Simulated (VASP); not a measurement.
# Nb2SnSe (P-6m2) in VASP: settings compared, part 2 of 2

VASP 6.6.1. The steps go on from the part before.

### 4 Single point, r2SCAN

This run uses another cell than the first one, of 19.28 Å³/atom, 1.011 times its volume.

File INCAR:

```
SYSTEM = Nb2SnSe
ALGO = Normal
EDIFF = 1E-6
ENCUT = 520
ISIF = 2
ISMEAR = 0
KPAR = 4
LASPH = .TRUE.
LCHARG = .FALSE.
LMIXTAU = .TRUE.
LREAL = .FALSE.
LWAVE = .FALSE.
METAGGA = R2SCAN
NBANDS = 31
NELM = 150
PREC = Accurate
SIGMA = 0.1
```

File KPOINTS:

```
k-points
0
G
  12 12 4
  0 0 0
```

File POSCAR:

```
Nb2SnSe                                 
1.0
    3.3831745951      0.0000000002      0.0000000000
   -1.6915872922      2.9299151470      0.0000000000
    0.0000000000      0.0000000000      7.7798229854
  Nb              Sn              Se            
     2     1     1
Direct
     0.6666666699999979    0.3333333300000021    0.7250744998604830
     0.6666666699999979    0.3333333300000021    0.2749255001395170
     0.0000000000000000    0.0000000000000000    0.0000000000000000
     0.3333333300000021    0.6666666699999979    0.5000000000000000
```

Potentials or basis: VASP PAW PBE potentials, release 64 (Nb_sv, Sn_d, Se).

Started as:

```sh
cat potpaw_PBE.64/Nb_sv/POTCAR potpaw_PBE.64/Sn_d/POTCAR potpaw_PBE.64/Se/POTCAR > POTCAR
mpirun -np 4 vasp_std > vasp.out
```

OUTCAR:

```text
SYSTEM = Nb2SnSe
   EDIFF = 1E-6
   ENCUT = 520
   ISIF = 2
   ISMEAR = 0
   LASPH = .TRUE.
   LREAL = .FALSE.
   METAGGA = R2SCAN
   NELM = 150
   PREC = Accurate

 ion  position               nearest neighbor table
   1  0.667  0.333  0.725-   4 2.62   4 2.62   4 2.62   3 2.90   3 2.90   3 2.90
   2  0.667  0.333  0.275-   4 2.62   4 2.62   4 2.62   3 2.90   3 2.90   3 2.90
   3  0.000  0.000  0.000-   1 2.90   2 2.90   1 2.90   2 2.90   1 2.90   2 2.90
   4  0.333  0.667  0.500-   1 2.62   2 2.62   1 2.62   2 2.62   1 2.62   2 2.62

  LATTYP: Found a hexagonal cell.
 ALAT       =     3.3831745951
 C/A-ratio  =     2.2995629598

  Lattice vectors:

 A1 = (   3.3831745951,   0.0000000002,   0.0000000000)
 A2 = (  -1.6915872922,   2.9299151470,   0.0000000000)
 A3 = (   0.0000000000,   0.0000000000,   7.7798229854)

Analysis of symmetry for initial positions (statically):
=====================================================================
 Subroutine PRICEL returns:
 Original cell was already a primitive cell.

 Routine SETGRP: Setting up the symmetry group for a
 hexagonal supercell.

 Subroutine GETGRP returns: Found 12 space group operations
 (whereof 12 operations were pure point group operations)
 out of a pool of 24 trial point group operations.

The static configuration has the point symmetry D_3h.

Analysis of symmetry for dynamics (positions and initial velocities):
=====================================================================
 Subroutine PRICEL returns:
 Original cell was already a primitive cell.

 Routine SETGRP: Setting up the symmetry group for a
 hexagonal supercell.

 Subroutine GETGRP returns: Found 12 space group operations
 (whereof 12 operations were pure point group operations)
 out of a pool of 24 trial point group operations.

The dynamic configuration has the point symmetry D_3h.

 Subroutine INISYM returns: Found 12 space group operations
 (whereof 12 operations are pure point group operations),
 and found     1 'primitive' translations

----------------------------------------------------------------------------------------

                                     Primitive cell

  volume of cell :      77.1168

  direct lattice vectors                    reciprocal lattice vectors
     3.383174595  0.000000000  0.000000000     0.295580370  0.170653406  0.000000000
    -1.691587292  2.929915147  0.000000000    -0.000000000  0.341306813  0.000000000
     0.000000000  0.000000000  7.779822985     0.000000000  0.000000000  0.128537629

  length of vectors
     3.383174595  3.383174594  7.779822985     0.341306813  0.341306813  0.128537629

  position of ions in fractional coordinates (direct lattice)
     0.666666670  0.333333330  0.725074500
     0.666666670  0.333333330  0.274925500
     0.000000000  0.000000000  0.000000000
     0.333333330  0.666666670  0.500000000

  ion indices of the primitive-cell ions
   primitive index   ion index
                 1           1
                 2           2
                 3           3
                 4           4

----------------------------------------------------------------------------------------

 KPOINTS: k-points

Automatic generation of k-mesh.
[... 23 lines left out ...]
  0.000000  0.000000  0.000000      1.000000
  0.083333  0.000000  0.000000      6.000000
  0.166667 -0.000000  0.000000      6.000000
  0.250000 -0.000000  0.000000      6.000000
  0.333333 -0.000000  0.000000      6.000000
  0.416667 -0.000000  0.000000      6.000000
[... 16 lines left out ...]
  0.250000 -0.000000  0.250000     12.000000
  0.333333 -0.000000  0.250000     12.000000
 [... further k-points ...]
   k-points           NKPTS =     57   k-points in BZ     NKDIM =     57   number of bands    NBANDS=     31
   number of dos      NEDOS =    301   number of ions     NIONS =      4
   total plane-waves  NPLWV =  47040
   dimension x,y,z NGX =    28 NGY =   28 NGZ =   60
   dimension x,y,z NGXF=    56 NGYF=   56 NGZF=  120
   ions per type =               2   1   1
   NGX,Y,Z   is equivalent  to a cutoff of  13.76, 13.76, 12.82 a.u.
   NGXF,Y,Z  is equivalent  to a cutoff of  27.52, 27.52, 25.64 a.u.
 SYSTEM =  Nb2SnSe
   PREC   = accura    normal or accurate (medium, high low for compatibility)
   ISTART =      0    job   : 0-new  1-cont  2-samecut
   ICHARG =      2    charge: 1-file 2-atom 10-const
   ISPIN  =      1    spin polarized calculation?
   LNONCOLLINEAR =      F non collinear calculations
   LSORBIT =      F    spin-orbit coupling
   LASPH  =      T    aspherical Exc in radial PAW
   ENCUT  =  520.0 eV  38.22 Ry    6.18 a.u.   6.29  6.29 14.47*2*pi/ulx,y,z
   NELM   =    150;   NELMIN=  2; NELMDL= -5     # of ELM steps
   EDIFF  = 0.1E-05   stopping-criterion for ELM
   LREAL  =      F    real-space projection
   EDIFFG = 0.1E-04   stopping-criterion for IOM
   NSW    =      0    number of steps for IOM
   IBRION =     -1    ionic relax: 0-MD 1-quasi-New 2-CG
   NFREE  =      0    steps in history (QN), initial steepest desc. (CG)
   ISIF   =      2    stress and relaxation
   ISYM   =      2    0-nonsym 1-usesym 2-fastsym
   POTIM  = 0.5000    time-step for ionic-motion
   TEBEG  =    0.0;   TEEND  =   0.0 temperature during run
   PSTRESS=    0.0 pullay stress
   NELECT =      46.0000    total number of electrons
   NUPDOWN=      -1.0000    fix difference up-down
   EMIN   =  10.00;   EMAX   =-10.00  energy-range for DOS
   EFERMI =   0.00;   METHOD = LEGACY
   ISMEAR =     0;   SIGMA  =   0.10  broadening in eV -4-tet -1-fermi 0-gaus
   EFERMI_NEDOS =   21; number of points for ismear=-14 and -15
   IALGO  =     38    algorithm
   IMIX   =      4    mixing-type and parameters
     AMIX     =   0.40;   BMIX     =  1.00
     AMIX_MAG =   1.60;   BMIX_MAG =  1.00
  volume/ion in A,a.u.               =      19.28       130.10
  Fermi-wavevector in a.u.,A,eV,Ry     =   1.378090  2.604213 25.839277  1.899133
  Thomas-Fermi vector in A             =   2.503184
   LORBIT       =      0    0 simple, 1 ext, 2 COOP (PROOUT), +10 PAW based schemes
   METAGGA = R2SCAN    functional components
   LHFCALC =     F    Hartree Fock is set to
   AEXX    =    0.0000 exact exchange contribution
   IVDW    =     0    specifies the selected vdW correction
   LEPSILON=     F    determine dielectric tensor
   LRPA    =     F    only Hartree local field effects (RPA)
 non-spin polarized calculation
 Gauss-broadening in eV      SIGMA  =   0.10
  energy-cutoff  :      520.00
  volume of cell :       77.12
 maximum number of plane-waves:      2092
 NGX is ok and might be reduce to    28
   NGX = 13   NGY = 13   NGZ = 29

 number of electron      45.9999989 magnetization

 Free energy of the ion-electron system (eV)
  ---------------------------------------------------
  ext. energy  EPLUGINS =         0.00000000
  ---------------------------------------------------
  free energy    TOTEN  =       -90.13275548 eV

  energy without entropy =      -90.11663980  energy(sigma->0) =      -90.12469764

 E-fermi :  10.4249     XC(G=0): -12.6832

 val. band max:       10.4218544794   @ k =   0.0000   0.0000   0.0000
 cond. band min:      10.4256508239   @ k =   0.2500  -0.0000   0.2500
 fundamental gap:      0.0037963444
 Fermi energy:        10.4248994388

 k-point     1 :       0.0000    0.0000    0.0000
  band No.  band energies     occupation
      1     -46.7327      2.00000
      2     -46.7261      2.00000
      3     -22.3373      2.00000
      4     -22.2033      2.00000
      5     -21.9230      2.00000
      6     -21.9230      2.00000
[... 805 lines left out ...]
     30      14.1605      0.00000
     31      16.3711      0.00000

 [... further k-points ...]

------------------------ aborting loop because EDIFF is reached ----------------------------------------

  FORCE on cell =-STRESS in cart. coord.  units (eV):
  Direction    XX          YY          ZZ          XY          YZ          ZX
  --------------------------------------------------------------------------------------
  -------------------------------------------------------------------------------------
  Total       -0.3941167     -0.3941167     -1.0970577     -0.0000000      0.0000000      0.0000000
  in kB       -8.1881587     -8.1881587    -22.7924431     -0.0000000      0.0000000      0.0000000
  external PRESSURE =     -13.0562535 kB  Pullay stress =       0.0000000 kB

 VOLUME and BASIS-vectors are now :
 -----------------------------------------------------------------------------
  energy-cutoff  :      520.00
  volume of cell :       77.12
      direct lattice vectors                 reciprocal lattice vectors
     3.383174595  0.000000000  0.000000000     0.295580370  0.170653406  0.000000000
    -1.691587292  2.929915147  0.000000000    -0.000000000  0.341306813  0.000000000
     0.000000000  0.000000000  7.779822985     0.000000000  0.000000000  0.128537629

 POSITION                                       TOTAL-FORCE (eV/Angst)
 -----------------------------------------------------------------------------------
      1.69159      0.97664      5.64095         0.000000     -0.000000      0.056605
      1.69159      0.97664      2.13887         0.000000     -0.000000     -0.056605
      0.00000      0.00000      0.00000        -0.000000      0.000000      0.000000
     -0.00000      1.95328      3.88991        -0.000000      0.000000      0.000000
 -----------------------------------------------------------------------------------
    total drift:                               -0.000058      0.000034      0.000000

  FREE ENERGIE OF THE ION-ELECTRON SYSTEM (eV)
  ---------------------------------------------------
  free  energy   TOTEN  =       -90.1327554768 eV

  energy  without entropy=      -90.1166398042  energy(sigma->0) =      -90.12469764
```

Wall time 81 s (4 MPI ranks of Intel Xeon 6975P-C (Granite Rapids), shared host); peak memory 0.31 GiB.

What came out:

```yaml
Free_energy: -90.1328 eV
Pressure: -1.3 GPa
Largest_force: 0.057 eV/Å
Band_gap_on_the_k_mesh: none (metal or under the smearing width)
```

Forces on the atoms (eV/Å):
```
Nb   0.000  0.000  0.057
Nb   0.000  0.000 -0.057
Sn   0.000  0.000  0.000
Se   0.000  0.000  0.000
```

Caveat: the PAW data sets were made with another functional, which shifts forces and pressure a little.
